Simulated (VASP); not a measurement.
Data:

```xyz
2
Lattice="1.4629 -2.5337 0.0000 1.4629 2.5337 0.0000 0.0000 0.0000 5.4287" Properties=species:S:1:pos:R:3 pbc="T T T"
Cd     1.4629     0.8446     1.3572
Cd     1.4629    -0.8446     4.0715
```

Level of theory: LDA (Ceperley-Alder, Perdew-Zunger), VASP's LDA PAW potentials (set 64) (plane waves; VASP). Run with 520 eV cut-off, Gaussian smearing of 0.050 eV, potentials Cd.

Q: Give the energies of bands 11 to 15 at the high-symmetry points, in eV from the Fermi level.

A: 
| band | Γ | M | K | A | L | H |
|---|---|---|---|---|---|---|
| 11 | -8.47 | -2.57 | -0.02 | -7.75 | -1.75 | 0.99 |
| 12 | -3.29 | -1.94 | -0.02 | -7.75 | -1.75 | 0.99 |
| 13 | -2.81 | 2.18 | 0.34 | 4.20 | 0.19 | 1.67 |
| 14 | 11.40 | 3.09 | 4.63 | 4.20 | 0.19 | 1.67 |
| 15 | 14.72 | 3.58 | 5.30 | 15.04 | 8.58 | 1.91 |

It has no gap at this level: it comes out as a metal or semimetal.

The compound is Cd in the hcp structure. It was relaxed first, which changed the volume by -7 %.
